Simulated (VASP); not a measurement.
A 71-atom supercell of GaN (wurtzite) holds Ga vacancy in charge state +0. It is relaxed twice, with the total moment held at 1 and at 3 μB. All values below come from PBE GGA, VASP's PBE PAW potentials (set 64) (plane waves; VASP). Run with PREC = Normal, LREAL = Auto, ISYM = 0, EDIFF = 1E-5, 400 eV cut-off, 1×1×1 Γ-centred mesh, Gaussian smearing of 0.050 eV, potentials Ga N.

The supercell is sampled at Γ alone, which is coarse: total energies, pressure and levels can be off, energies of defects by several tenths of an eV.

Q: Which spin state lies lower, and by how much?

A: The state with 3 μB lies lower, by 0.08 eV.

The cell is a supercell with a defect, built from GaN (wurtzite).
